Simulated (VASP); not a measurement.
# A VASP study of Bi2Pd3Se2 (optB86b-vdW): structure first, properties next, part 5 of 6

Aim: relax Bi2Pd3Se2 with optB86b-vdW, compute its properties on that cell and hold them against experiment. The start is a computed cell from the Materials Project.

VASP 6.6.1; optB86b-vdW; plane waves and PAW (Bi_d, Pd, Se).

So far. Step 4 (Single point with fields (optB86b-vdW)): In this run the pressure is -0.02 GPa, small enough to go on; single stress components reach 0.04 GPa. Step 5 (Bands along the symmetry lines (optB86b-vdW)): There is no gap at this level.

## Step 6: Density of states (optB86b-vdW)

A density of states needs more k-points than a total energy, and tetrahedra (ISMEAR = -5) or a smearing that fits the mesh; LORBIT projects the states on the PAW spheres. The mesh is finer than in the run before.

Contents of INCAR:

```
SYSTEM = Bi2Pd3Se2
PREC = Accurate
ENCUT = 400
EDIFF = 1E-06
NELM = 100
ISMEAR = -5
SIGMA = 0.05
LREAL = .FALSE.
ALGO = Normal
GGA = MK
AGGAC = 0
LUSE_VDW = .TRUE.
PARAM1 = 0.1234
PARAM2 = 1
LASPH = .TRUE.
NBANDS = 107
LORBIT = 11
LWAVE = .FALSE.
LCHARG = .FALSE.
KPAR = 8
NEDOS = 2001
```

Contents of POSCAR:

```
Bi2Pd3Se2
1.0
    5.9218785065     -4.2368368743     -0.0243505829
    5.9218785065      4.2368368743     -0.0243505829
   -5.8586169480      0.0000000000      6.0838125213
Bi Pd Se
4 6 4
Direct
    0.2531546568      0.2531546568      0.2635928895
    0.7468453432      0.7468453432      0.7364071105
    0.2178481479      0.2178481479      0.7005106131
    0.7821518521      0.7821518521      0.2994893869
    0.5000000000      0.0000000000      0.5000000000
    0.0000000000      0.5000000000      0.5000000000
    0.0262395869      0.0262395869      0.8043555069
    0.9737604131      0.9737604131      0.1956444931
    0.2736250490      0.7263749510      0.5000000000
    0.7263749510      0.2736250490      0.5000000000
    0.3282845006      0.7445173502      0.8277055258
    0.7445173502      0.3282845006      0.8277055258
    0.6717154994      0.2554826498      0.1722944742
    0.2554826498      0.6717154994      0.1722944742
```

Contents of KPOINTS:

```
Automatic mesh
0
Gamma
5 5 5
0 0 0
```

Potentials, in the order of the species: Bi_d, Pd and Se (PBE family, release 64).

Launch:

```console
$ mpirun -np 8 vasp_std
```

The log of the run:

```text
[banner, memory and clock lines left out]
running    8 mpi-ranks, on    1 nodes
 distrk:  each k-point on    1 cores,    8 groups
 distr:  one band on    1 cores,    1 groups

 POSCAR found type information on POSCAR BiPdSe
 POSCAR found :  3 types and      14 ions
|                                                                             |
|           W    W    AA    RRRRR   N    N  II  N    N   GGGG   !!!           |
|           W    W   A  A   R    R  NN   N  II  NN   N  G    G  !!!           |
|           W    W  A    A  R    R  N N  N  II  N N  N  G       !!!           |
|           W WW W  AAAAAA  RRRRR   N  N N  II  N  N N  G  GGG   !            |
|           WW  WW  A    A  R   R   N   NN  II  N   NN  G    G                |
|           W    W  A    A  R    R  N    N  II  N    N   GGGG   !!!           |
|                                                                             |
|     For optimal performance we recommend to set                             |
|       NCORE = 2 up to number-of-cores-per-socket                            |
|     NCORE specifies how many cores store one orbital (NPAR=cpu/NCORE).      |
|     This setting can greatly improve the performance of VASP for DFT.       |
|     The default, NCORE=1 might be grossly inefficient on modern             |
|     multi-core architectures or massively parallel machines. Do your        |
|     Unfortunately you need to use the default for GW and RPA                |
|     calculations (for HF NCORE is supported but not extensively tested      |
|     yet).                                                                   |
|                                                                             |

 [... a notice as in an earlier step ...]

 [... a notice as in an earlier step ...]

 LDA part: xc-table for (Slater+PW92), standard interpolation
 POSCAR, INCAR and KPOINTS ok, starting setup
 FFT: planning ... GRIDC
 FFT: planning ... GRID_SOFT
 FFT: planning ... GRID
 WAVECAR not read
 entering main loop
       N       E                     dE             d eps       ncg     rms          rms(c)
DAV:   1     0.138405795134E+04    0.13841E+04   -0.56142E+04  8354   0.123E+03
DAV:   2     0.140833043753E+03   -0.12432E+04   -0.11683E+04  8386   0.349E+02
DAV:   3    -0.219805180947E+02   -0.16281E+03   -0.15272E+03  9236   0.138E+02
DAV:   4    -0.309340303177E+02   -0.89535E+01   -0.87946E+01  9692   0.337E+01
DAV:   5    -0.312940790752E+02   -0.36005E+00   -0.35991E+00 10860   0.658E+00    0.168E+01
DAV:   6    -0.302532175596E+02    0.10409E+01   -0.21741E+00  9702   0.735E+00    0.911E+00
DAV:   7    -0.300764271096E+02    0.17679E+00   -0.79403E-01  9580   0.467E+00    0.458E+00
DAV:   8    -0.299881904655E+02    0.88237E-01   -0.32066E-01  9612   0.244E+00    0.913E-01
DAV:   9    -0.299860662323E+02    0.21242E-02   -0.22581E-02 10020   0.760E-01    0.355E-01
DAV:  10    -0.299858684442E+02    0.19779E-03   -0.53933E-03  9660   0.458E-01    0.213E-01
DAV:  11    -0.299856806178E+02    0.18783E-03   -0.11164E-03  9460   0.208E-01    0.842E-02
DAV:  12    -0.299857010730E+02   -0.20455E-04   -0.16190E-04 10196   0.558E-02    0.358E-02
DAV:  13    -0.299857106112E+02   -0.95382E-05   -0.39918E-05  9068   0.255E-02    0.823E-03
DAV:  14    -0.299857077215E+02    0.28898E-05   -0.66724E-06  9980   0.126E-02    0.427E-03
DAV:  15    -0.299857083135E+02   -0.59203E-06   -0.94742E-07  5148   0.583E-03
   1 F= -.29985708E+02 E0= -.29985708E+02  d E =0.000000E+00
|                                                                             |
|           W    W    AA    RRRRR   N    N  II  N    N   GGGG   !!!           |
|           W    W   A  A   R    R  NN   N  II  NN   N  G    G  !!!           |
|           W    W  A    A  R    R  N N  N  II  N N  N  G       !!!           |
|           W WW W  AAAAAA  RRRRR   N  N N  II  N  N N  G  GGG   !            |
|           WW  WW  A    A  R   R   N   NN  II  N   NN  G    G                |
|           W    W  A    A  R    R  N    N  II  N    N   GGGG   !!!           |
|                                                                             |
|     Tetrahedron method does not include variations of the Fermi             |
|     occupations, so forces and stress will be inaccurate. We suggest        |
|     using a different smearing scheme ISMEAR = 1 or 2 for metals in         |
|     relaxations.                                                            |
|                                                                             |
```

The job ended after 6.5 min (8 MPI ranks of Intel Xeon 6975P-C (Granite Rapids), shared host; peak memory 11 GiB).

From OUTCAR (step 6):

```text
   k-points           NKPTS =     39   k-points in BZ     NKDIM =     39   number of bands    NBANDS=    107

   NELECT =     144.0000    total number of electrons

 E-fermi :   7.5574

 k-point     1 :       0.0000    0.0000    0.0000
  band No.  band energies     occupation
    ...
     66       5.5963      2.00000
     67       6.3902      2.00000
     68       6.5440      2.00000
     69       6.5854      2.00000
     70       7.2154      2.00000
     71       8.3060     -0.86467
     72       8.5038      0.00000
     73       8.5612      0.00000
     74       8.6835      0.00000
     75       8.7743      0.00000
    ...

Total vdW correction in eV:     25.6615123

  Total       -0.8688881      0.2993846      0.4665950      0.0000000      0.0000000      0.0634894
  in kB       -4.5781550      1.5774516      2.4584801      0.0000000      0.0000000      0.3345244
  external PRESSURE =      -0.1807411 kB  Pullay stress =       0.0000000 kB

 POSITION                                       TOTAL-FORCE (eV/Angst)
 -----------------------------------------------------------------------------------
      1.45401      0.00000      1.59132        -0.058785     -0.000000     -0.010402
      4.53113      0.00000      4.44379         0.058785     -0.000000      0.010402
     -1.52388      0.00000      4.25117        -0.101661     -0.000000     -0.036128
      7.50902      0.00000      1.78395         0.101661     -0.000000      0.036128
      0.03163     -2.11842      3.02973        -0.000000     -0.000000     -0.000000
      0.03163      2.11842      3.02973        -0.000000     -0.000000     -0.000000
     -4.40164      0.00000      4.89227         0.046118     -0.000000     -0.003961
     10.38678      0.00000      1.14284        -0.046118     -0.000000      0.003961
      2.99257      1.91823      3.01756        -0.000000     -0.028839     -0.000000
      2.99257     -1.91823      3.01756        -0.000000      0.028839     -0.000000
      1.50379      1.76351      5.00948        -0.003105      0.013840     -0.107114
      1.50379     -1.76351      5.00948        -0.003105     -0.013840     -0.107114
      4.48135     -1.76351      1.02563         0.003105     -0.013840      0.107114
      4.48135      1.76351      1.02563         0.003105      0.013840      0.107114
 -----------------------------------------------------------------------------------
    total drift:                                0.000000      0.000000     -0.000000

  FREE ENERGIE OF THE ION-ELECTRON SYSTEM (eV)
  ---------------------------------------------------
  free  energy   TOTEN  =       -29.9857083135 eV

  energy  without entropy=      -29.9857083135  energy(sigma->0) =      -29.98570831

Total vdW correction in eV:     25.6614944

[... 6 parts as in an earlier step ...]

[... 10 further parts left out ...]
```

Force components of up to 0.11 eV/Å appear here. Mesh or smearing differ from those of the relaxation, so its positions hold an error of that kind, and the forces of a metal with tetrahedra are inexact too. With tetrahedra the forces and stress of a metal are not exact derivatives of the energy.

Numbers from this step:

| Quantity | Value |
| --- | --- |
| irreducible k-points | 39 |
| free energy (TOTEN) | -29.99 eV |
| Fermi energy | 7.557 eV |
| pressure | -0.01807 GPa |
| DOS at the Fermi level, one point of the energy grid | 5.820 states/eV/cell |

The density of states has structure finer than the step of the table below, so its rows give means over 0.5 eV, whole bins alone (the curve runs from -12.0 to 1.10 eV). Peaks (eV: height): total -4.06: 29.6, -3.61: 25.2, -2.94: 27.5, -2.64: 29.6; Pd d -4.06: 19.0, -2.94: 21.2, -2.79: 18.4, -2.64: 23.7; Se p -5.33: 3.04, -4.06: 2.15, -1.89: 2.08, -1.67: 2.68; Bi p -5.33: 1.13, -3.91: 1.94, 0.35: 1.60, 0.72: 2.10; Pd p -4.06: 0.804, -3.61: 0.803, -3.24: 0.600, -1.97: 0.616.

States under -12.0 eV and over 1.1 eV are left out. The density of states by energy, zero at the Fermi level; means over each step; 7 of 8 lines; values in states/eV/cell:

| energy (eV) | total | Pd d | Se p | Bi p | Pd p | Pd s | Bi s |
| --- | --- | --- | --- | --- | --- | --- | --- |
| -11.5 | 8.76 | 0.278 | 0.0315 | 0.0177 | 0.196 | 0.192 | 5.72 |
| -11.0 | 7.00 | 0.290 | 0.0242 | 0.00490 | 0.145 | 0.0456 | 4.89 |
| -10.5 | 0 | 0 | 0 | 0 | 0 | 0 | 0 |
| -10.0 | 0 | 0 | 0 | 0 | 0 | 0 | 0 |
| -9.5 | 0 | 0 | 0 | 0 | 0 | 0 | 0 |
| -9.0 | 0 | 0 | 0 | 0 | 0 | 0 | 0 |
| -8.5 | 0 | 0 | 0 | 0 | 0 | 0 | 0 |
| -8.0 | 0 | 0 | 0 | 0 | 0 | 0 | 0 |
| -7.5 | 0 | 0 | 0 | 0 | 0 | 0 | 0 |
| -7.0 | 0 | 0 | 0 | 0 | 0 | 0 | 0 |
| -6.5 | 0.0192 | 0.00459 | 0.00393 | 0.00123 | 3.2e-4 | 0.00186 | 6.5e-5 |
| -6.0 | 6.00 | 1.65 | 1.20 | 0.347 | 0.0926 | 0.580 | 0.0215 |
| -5.5 | 13.9 | 4.28 | 2.71 | 0.903 | 0.295 | 0.972 | 0.0561 |
| -5.0 | 8.96 | 3.30 | 1.41 | 0.676 | 0.215 | 0.559 | 0.0595 |
| -4.5 | 15.9 | 8.71 | 1.71 | 1.10 | 0.342 | 0.427 | 0.0632 |
| -4.0 | 26.1 | 16.6 | 1.79 | 1.80 | 0.702 | 0.270 | 0.0747 |
| -3.5 | 19.7 | 12.8 | 1.23 | 1.21 | 0.630 | 0.156 | 0.0730 |
| -3.0 | 21.7 | 16.5 | 1.05 | 0.575 | 0.403 | 0.175 | 0.0713 |
| -2.5 | 21.9 | 16.8 | 1.13 | 0.504 | 0.440 | 0.307 | 0.128 |
| -2.0 | 14.6 | 8.96 | 1.50 | 0.551 | 0.446 | 0.491 | 0.249 |
| -1.5 | 12.3 | 6.42 | 1.85 | 0.538 | 0.426 | 0.346 | 0.324 |
| -1.0 | 7.87 | 3.86 | 1.20 | 0.554 | 0.356 | 0.206 | 0.123 |
| -0.5 | 5.52 | 2.06 | 0.882 | 0.705 | 0.325 | 0.128 | 0.0728 |
| 0.0 | 4.94 | 1.43 | 0.641 | 0.974 | 0.304 | 0.0866 | 0.0539 |
| 0.5 | 6.68 | 1.78 | 0.853 | 1.48 | 0.362 | 0.0722 | 0.0640 |

Force by atom:

| atom | x (eV/Å) | y (eV/Å) | z (eV/Å) | size |
| --- | --- | --- | --- | --- |
| Bi1 | -0.059 | 0.000 | -0.010 | 0.060 |
| Bi2 | 0.059 | 0.000 | 0.010 | 0.060 |
| Bi3 | -0.102 | 0.000 | -0.036 | 0.108 |
| Bi4 | 0.102 | 0.000 | 0.036 | 0.108 |
| Pd5 | 0.000 | 0.000 | 0.000 | 0.000 |
| Pd6 | 0.000 | 0.000 | 0.000 | 0.000 |
| Pd7 | 0.046 | 0.000 | -0.004 | 0.046 |
| Pd8 | -0.046 | 0.000 | 0.004 | 0.046 |
| Pd9 | 0.000 | -0.029 | 0.000 | 0.029 |
| Pd10 | 0.000 | 0.029 | 0.000 | 0.029 |
| Se11 | -0.003 | 0.014 | -0.107 | 0.108 |
| Se12 | -0.003 | -0.014 | -0.107 | 0.108 |
| Se13 | 0.003 | -0.014 | 0.107 | 0.108 |
| Se14 | 0.003 | 0.014 | 0.107 | 0.108 |

The finer mesh and the other smearing move the Fermi level by +0.00 eV from the 3×3×3 run, a small shift, which tests the Fermi level alone. Of the states within 0.3 eV of the Fermi level, the largest shares in the PAW spheres are Pd d 29 %, Bi p 20 % and Se p 13 %. The rest lies in smaller channels or between the spheres.

(Part 5 of 6 ends here.)

[Lines on the potential files, build, host, timing and source positions are cut from VASP's logs without a mark.]

[Logs are printed without paths, hosts, clocks, repeated set-up lines and the standing remarks that a program may print on its own settings, such as how far it seeks lower states.]

[Hosts, paths, dates, database ids (printed as entryN), source tags and the programs' standing remarks are cut or masked in the printed files.]

[A measured line is paired with the nearest computed mode of its activity, which favours agreement.]

[In band tables of VASP the shares of atoms and orbitals are scaled to a sum of 1 inside the atoms' spheres.]
